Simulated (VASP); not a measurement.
Method: PBE GGA, VASP's PBE PAW potentials (set 64) (plane waves; VASP).

The input files of a VASP run:

QPOINTS:
```
k-points along high-symmetry lines
13
Line-mode
Cartesian
  0.000000   0.000000   0.000000 ! GAMMA
  0.000000   0.121762   0.000000 ! X

  0.000000   0.121762   0.000000 ! X
  0.121762   0.121762   0.000000 ! M

  0.121762   0.121762   0.000000 ! M
  0.000000   0.000000   0.000000 ! GAMMA

  0.000000   0.000000   0.000000 ! GAMMA
  0.121762   0.121762   0.121762 ! R

  0.121762   0.121762   0.121762 ! R
  0.000000   0.121762   0.000000 ! X

  0.121762   0.121762   0.121762 ! R
  0.121762   0.121762   0.000000 ! M
```

**INCAR**
```
SYSTEM = Al3Sc
ISMEAR = 1   ! Methfessel-Paxton
NELM = 100
LASPH = .TRUE.   ! aspherical one-centre terms
LCHARG = .FALSE.
GGA = PE
LPHON_DISPERSION = .TRUE.
LWAVE = .FALSE.
SIGMA = 0.1
ALGO = Normal
IBRION = 6   ! finite differences
EDIFF = 1E-7   ! SCF stop (eV)
LREAL = .FALSE.
LMAXMIX = 4
NFREE = 2
NSW = 1
PREC = Accurate
POTIM = 0.015   ! step
ISIF = 2   ! forces and stress, cell fixed
ENCUT = 400   ! plane-wave cut-off (eV)
```

POSCAR:
```
Al3Sc
1.0
  8.2127155512   0.0000000000   0.0000000000
  0.0000000000   8.2127155512   0.0000000000
  0.0000000000   0.0000000000   8.2127155512
Sc Al
8 24
direct
  0.0000000000   0.0000000000   0.0000000000
  0.0000000000   0.0000000000   0.5000000000
  0.0000000000   0.5000000000   0.0000000000
  0.0000000000   0.5000000000   0.5000000000
  0.5000000000   0.0000000000   0.0000000000
  0.5000000000   0.0000000000   0.5000000000
  0.5000000000   0.5000000000   0.0000000000
  0.5000000000   0.5000000000   0.5000000000
  0.0000000000   0.2500000000   0.2500000000
  0.0000000000   0.2500000000   0.7500000000
  0.0000000000   0.7500000000   0.2500000000
  0.0000000000   0.7500000000   0.7500000000
  0.5000000000   0.2500000000   0.2500000000
  0.5000000000   0.2500000000   0.7500000000
  0.5000000000   0.7500000000   0.2500000000
  0.5000000000   0.7500000000   0.7500000000
  0.2500000000   0.0000000000   0.2500000000
  0.2500000000   0.0000000000   0.7500000000
  0.2500000000   0.5000000000   0.2500000000
  0.2500000000   0.5000000000   0.7500000000
  0.7500000000   0.0000000000   0.2500000000
  0.7500000000   0.0000000000   0.7500000000
  0.7500000000   0.5000000000   0.2500000000
  0.7500000000   0.5000000000   0.7500000000
  0.2500000000   0.2500000000   0.0000000000
  0.2500000000   0.2500000000   0.5000000000
  0.2500000000   0.7500000000   0.0000000000
  0.2500000000   0.7500000000   0.5000000000
  0.7500000000   0.2500000000   0.0000000000
  0.7500000000   0.2500000000   0.5000000000
  0.7500000000   0.7500000000   0.0000000000
  0.7500000000   0.7500000000   0.5000000000
```

**KPOINTS**
```
Automatic mesh
0
Gamma
3 3 3
0 0 0
```

POTCAR, in this order: Sc_sv Al (PBE.64 set). Program: vasp_std.

Output

### OSZICAR
```
       N       E                     dE             d eps       ncg     rms          rms(c)
DAV:   1     0.183522079910E+04    0.18352E+04   -0.55163E+04   856   0.122E+03
DAV:   2     0.538713869639E+02   -0.17813E+04   -0.17505E+04  1088   0.579E+02
DAV:   3    -0.146732914037E+03   -0.20060E+03   -0.19209E+03  1336   0.208E+02
DAV:   4    -0.161758457689E+03   -0.15026E+02   -0.14369E+02  1264   0.471E+01
DAV:   5    -0.162269919956E+03   -0.51146E+00   -0.48352E+00  1248   0.104E+01    0.245E+01
DAV:   6    -0.154757697243E+03    0.75122E+01   -0.38702E+01  1160   0.290E+01    0.861E+00
DAV:   7    -0.154411409961E+03    0.34629E+00   -0.10017E+00  1160   0.428E+00    0.469E+00
DAV:   8    -0.154258673103E+03    0.15274E+00   -0.28034E-01  1072   0.193E+00    0.588E-01
DAV:   9    -0.154257457026E+03    0.12161E-02   -0.34973E-02  1056   0.918E-01    0.387E-01
DAV:  10    -0.154256550364E+03    0.90666E-03   -0.36142E-03  1208   0.313E-01    0.170E-01
DAV:  11    -0.154256606257E+03   -0.55894E-04   -0.21095E-04  1208   0.661E-02    0.134E-01
DAV:  12    -0.154256439943E+03    0.16631E-03   -0.64685E-04  1056   0.125E-01    0.119E-02
DAV:  13    -0.154256441936E+03   -0.19934E-05   -0.18768E-05  1240   0.190E-02    0.347E-03
DAV:  14    -0.154256441860E+03    0.76321E-07   -0.52046E-07   840   0.392E-03
   1 F= -.15425644E+03 E0= -.15425233E+03  d E =-.123433E-01
 Found     3 degrees of freedom:
       N       E                     dE             d eps       ncg     rms          rms(c)
DAV:   1    -0.154251475578E+03    0.49664E-02   -0.12251E+00  1431   0.943E+00    0.112E-01
DAV:   2    -0.154255368207E+03   -0.38926E-02   -0.43132E-02  1600   0.917E-01    0.455E-02
DAV:   3    -0.154255441640E+03   -0.73433E-04   -0.11131E-03  1832   0.150E-01    0.249E-02
DAV:   4    -0.154255446017E+03   -0.43766E-05   -0.84109E-05  1808   0.587E-02    0.155E-02
DAV:   5    -0.154255445363E+03    0.65357E-06   -0.22109E-05  1736   0.339E-02    0.647E-03
DAV:   6    -0.154255445814E+03   -0.45100E-06   -0.42322E-06  1808   0.124E-02    0.341E-03
DAV:   7    -0.154255445943E+03   -0.12836E-06   -0.94417E-07  1584   0.612E-03    0.208E-03
DAV:   8    -0.154255445952E+03   -0.91713E-08   -0.11549E-07   864   0.355E-03
   2 F= -.15425545E+03 E0= -.15425134E+03  d E =-.123153E-01
       N       E                     dE             d eps       ncg     rms          rms(c)
DAV:   1    -0.154241327982E+03    0.14118E-01   -0.41341E+00  1328   0.168E+01    0.217E-01
DAV:   2    -0.154255190276E+03   -0.13862E-01   -0.15491E-01  1562   0.164E+00    0.916E-02
DAV:   3    -0.154255440489E+03   -0.25021E-03   -0.42464E-03  1832   0.269E-01    0.502E-02
DAV:   4    -0.154255447192E+03   -0.67033E-05   -0.32850E-04  1816   0.114E-01    0.310E-02
DAV:   5    -0.154255444065E+03    0.31272E-05   -0.91597E-05  1800   0.648E-02    0.120E-02
DAV:   6    -0.154255445570E+03   -0.15056E-05   -0.16903E-05  1880   0.250E-02    0.758E-03
DAV:   7    -0.154255445868E+03   -0.29811E-06   -0.32994E-06  1856   0.127E-02    0.439E-03
DAV:   8    -0.154255445959E+03   -0.90900E-07   -0.64764E-07  1480   0.587E-03
   3 F= -.15425545E+03 E0= -.15425134E+03  d E =-.123154E-01
       N       E                     dE             d eps       ncg     rms          rms(c)
DAV:   1    -0.154251721616E+03    0.37243E-02   -0.12403E+00  1342   0.933E+00    0.928E-02
DAV:   2    -0.154255986712E+03   -0.42651E-02   -0.46456E-02  1599   0.970E-01    0.542E-02
DAV:   3    -0.154256034061E+03   -0.47349E-04   -0.13303E-03  1848   0.179E-01    0.331E-02
DAV:   4    -0.154256001460E+03    0.32602E-04   -0.11148E-04  1816   0.558E-02    0.134E-02
DAV:   5    -0.154255988823E+03    0.12636E-04   -0.28988E-05  1824   0.348E-02    0.614E-03
DAV:   6    -0.154255983993E+03    0.48305E-05   -0.10435E-05  1816   0.182E-02    0.450E-03
DAV:   7    -0.154255982059E+03    0.19333E-05   -0.36272E-06  1624   0.675E-03    0.263E-03
DAV:   8    -0.154255981278E+03    0.78161E-06   -0.13192E-06  1320   0.385E-03    0.851E-04
DAV:   9    -0.154255980933E+03    0.34464E-06   -0.59740E-07  1264   0.297E-03    0.298E-04
DAV:  10    -0.154255980844E+03    0.88876E-07   -0.23461E-07   984   0.199E-03
   4 F= -.15425598E+03 E0= -.15425187E+03  d E =-.123377E-01
       N       E                     dE             d eps       ncg     rms          rms(c)
DAV:   1    -0.154255894361E+03    0.86572E-04   -0.87899E-02  1245   0.626E-01    0.883E-02
DAV:   2    -0.154256006192E+03   -0.11183E-03   -0.47043E-03  1840   0.284E-01    0.485E-02
DAV:   3    -0.154255981386E+03    0.24807E-04   -0.26830E-04  1776   0.485E-02    0.328E-02
DAV:   4    -0.154255980239E+03    0.11472E-05   -0.31868E-05  1520   0.173E-02    0.103E-02
DAV:   5    -0.154255980827E+03   -0.58810E-06   -0.50360E-06  1376   0.936E-03    0.241E-03
DAV:   6    -0.154255980847E+03   -0.20376E-07   -0.11132E-06  1392   0.595E-03    0.183E-03
DAV:   7    -0.154255980834E+03    0.12591E-07   -0.14649E-07   944   0.274E-03
   5 F= -.15425598E+03 E0= -.15425187E+03  d E =-.123377E-01
       N       E                     dE             d eps       ncg     rms          rms(c)
DAV:   1    -0.154255642217E+03    0.33863E-03   -0.49306E-02  1753   0.514E-01    0.604E-02
DAV:   2    -0.154255788849E+03   -0.14663E-03   -0.31053E-03  2272   0.309E-01    0.519E-02
DAV:   3    -0.154255756347E+03    0.32502E-04   -0.21600E-04  2440   0.952E-02    0.280E-02
DAV:   4    -0.154255730067E+03    0.26280E-04   -0.50874E-05  2168   0.349E-02    0.150E-02
DAV:   5    -0.154255716699E+03    0.13368E-04   -0.28433E-05  2168   0.266E-02    0.495E-03
DAV:   6    -0.154255713250E+03    0.34492E-05   -0.63568E-06  2200   0.137E-02    0.259E-03
DAV:   7    -0.154255709514E+03    0.37355E-05   -0.52956E-06  1672   0.700E-03    0.110E-03
DAV:   8    -0.154255708768E+03    0.74592E-06   -0.20720E-06  1848   0.431E-03    0.702E-04
DAV:   9    -0.154255708460E+03    0.30808E-06   -0.40583E-07  1592   0.249E-03    0.287E-04
DAV:  10    -0.154255708257E+03    0.20286E-06   -0.34945E-07  1520   0.214E-03    0.216E-04
DAV:  11    -0.154255708232E+03    0.25866E-07   -0.88623E-08  1064   0.171E-03
   6 F= -.15425571E+03 E0= -.15425159E+03  d E =-.123451E-01
       N       E                     dE             d eps       ncg     rms          rms(c)
DAV:   1    -0.154255634206E+03    0.74052E-04   -0.79793E-02  1736   0.681E-01    0.998E-02
DAV:   2    -0.154255790117E+03   -0.15591E-03   -0.63757E-03  2360   0.438E-01    0.875E-02
DAV:   3    -0.154255725069E+03    0.65048E-04   -0.72672E-04  2400   0.165E-01    0.449E-02
DAV:   4    -0.154255707818E+03    0.17250E-04   -0.14835E-04  2256   0.640E-02    0.245E-02
DAV:   5    -0.154255708597E+03   -0.77820E-06   -0.34670E-05  2464   0.404E-02    0.102E-02
DAV:   6    -0.154255708078E+03    0.51819E-06   -0.75331E-06  2272   0.197E-02    0.460E-03
DAV:   7    -0.154255708197E+03   -0.11870E-06   -0.77538E-07  1976   0.542E-03    0.102E-03
DAV:   8    -0.154255708202E+03   -0.51732E-08   -0.91276E-08  1112   0.188E-03
   7 F= -.15425571E+03 E0= -.15425159E+03  d E =-.123452E-01
```

OUTCAR:
```
------------------------ aborting loop because EDIFF is reached ----------------------------------------
  FORCE on cell =-STRESS in cart. coord.  units (eV):
  Direction    XX          YY          ZZ          XY          YZ          ZX
  --------------------------------------------------------------------------------------
  Total       -0.7011301     -0.6998259     -0.6995103      0.0000000      0.0000000      0.0000000
  in kB       -2.0279107     -2.0241385     -2.0232257      0.0000000      0.0000000      0.0000000
  external PRESSURE =      -2.0250916 kB  Pullay stress =       0.0000000 kB
  volume of cell :      553.94
      direct lattice vectors                 reciprocal lattice vectors
     8.212715551  0.000000000  0.000000000     0.121762405  0.000000000  0.000000000
     0.000000000  8.212715551  0.000000000     0.000000000  0.121762405  0.000000000
     0.000000000  0.000000000  8.212715551     0.000000000  0.000000000  0.121762405
 POSITION                                       TOTAL-FORCE (eV/Angst)
 -----------------------------------------------------------------------------------
      0.00000      0.00000      0.00000         0.000000     -0.015824     -0.012492
      0.00000      0.00000      4.10636         0.000000     -0.015824      0.012492
      0.00000      4.10636      0.00000         0.000000     -0.015405      0.011939
      0.00000      4.10636      4.10636         0.000000     -0.015405     -0.011939
      4.10636      0.00000      0.00000         0.000000     -0.000460     -0.000581
      4.10636      0.00000      4.10636         0.000000     -0.000460      0.000581
      4.10636      4.10636      0.00000         0.000000     -0.000537      0.000627
      4.10636      4.10636      4.10636         0.000000     -0.000537     -0.000627
      0.00000      2.03818      2.05318         0.000000      0.097938      0.000000
      0.00000      2.05318      6.15954         0.000000      0.000735      0.000000
      0.00000      6.15954      2.05318         0.000000     -0.006042      0.000000
      0.00000      6.15954      6.15954         0.000000      0.000652      0.000000
      4.10636      2.05318      2.05318         0.000000     -0.000113      0.000000
      4.10636      2.05318      6.15954         0.000000     -0.001039      0.000000
      4.10636      6.15954      2.05318         0.000000     -0.001204      0.000000
      4.10636      6.15954      6.15954         0.000000      0.002759      0.000000
      2.05318      0.00000      2.05318         0.006543     -0.006878      0.000000
      2.05318      0.00000      6.15954         0.001804     -0.000073      0.000000
      2.05318      4.10636      2.05318        -0.006155     -0.006589      0.000000
      2.05318      4.10636      6.15954        -0.001809     -0.000051      0.000000
      6.15954      0.00000      2.05318        -0.006543     -0.006878      0.000000
      6.15954      0.00000      6.15954        -0.001804     -0.000073      0.000000
      6.15954      4.10636      2.05318         0.006155     -0.006589      0.000000
      6.15954      4.10636      6.15954         0.001809     -0.000051      0.000000
      2.05318      2.05318      0.00000        -0.000057     -0.001111      0.000043
      2.05318      2.05318      4.10636        -0.000057     -0.001111     -0.000043
      2.05318      6.15954      0.00000         0.000004      0.000597     -0.000012
      2.05318      6.15954      4.10636         0.000004      0.000597      0.000012
      6.15954      2.05318      0.00000         0.000057     -0.001111      0.000043
      6.15954      2.05318      4.10636         0.000057     -0.001111     -0.000043
      6.15954      6.15954      0.00000        -0.000004      0.000597     -0.000012
      6.15954      6.15954      4.10636        -0.000004      0.000597      0.000012
 -----------------------------------------------------------------------------------
    total drift:                                0.000010      0.000271     -0.000000
  FREE ENERGIE OF THE ION-ELECTRON SYSTEM (eV)
  ---------------------------------------------------
  free  energy   TOTEN  =      -154.2557082022 eV

  energy  without entropy=     -154.2433630493  energy(sigma->0) =     -154.25159315
```
(Selected blocks of OUTCAR.)

The cell is a supercell, built from Al3Sc (L1_2).
